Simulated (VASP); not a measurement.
The system is Y.

```
Y
1.0
     3.64257    0.00000    0.00000
    -1.82128    3.15456    0.00000
     0.00000    0.00000    5.87916
Y
2
Direct
  0.33333 0.66667 0.25000
  0.66667 0.33333 0.75000
```

| Property | Result |
| --- | --- |
| Program | VASP 6.6.1 |
| Task | relaxation of cell and atoms |
| Functional | r2SCAN |
| Dispersion | rVV10 |
| Potentials or basis | VASP PAW PBE potentials, release 64 (Y_sv) |
| Cutoff | 600 eV |
| k mesh | 15 × 15 × 8 |
| Occupations | gaussian, width 0.1 eV |
| Spin | no spin polarisation |

At the start: pressure -0.7 GPa; volume 33.78 Å³/atom.

Where does the relaxation end?

Over 6 steps the energy falls by 8.9 meV/atom and the volume is 33.10 Å³/atom (-2.0 %); space group P6_3/mmc (No. 194, to 0.05 Å).

The path:
| step | energy change (eV) | largest force (eV/Å) | pressure (GPa) | volume (Å³) |
| --- | --- | --- | --- | --- |
| 1 | 0.0000 | 0.0000 | -0.68 | 67.56 |
| 2 | -0.0151 | 0.0000 | 0.08 | 66.16 |
| 3 | -0.0165 | 0.0000 | 0.39 | 65.64 |
| 4 | -0.0165 | 0.0000 | 0.42 | 65.59 |
| 5 | -0.0179 | 0.0000 | -0.05 | 66.29 |
| 6 | -0.0179 | 0.0000 | 0.01 | 66.20 |

Final structure:
```
Y
1.0
     3.67028    0.00000    0.00000
    -1.83514    3.17856    0.00000
     0.00000    0.00000    5.67478
Y
2
Direct
  0.33333 0.66667 0.25000
  0.66667 0.33333 0.75000
```

Caveat: the PAW data sets were made with another functional, which shifts forces and pressure a little.
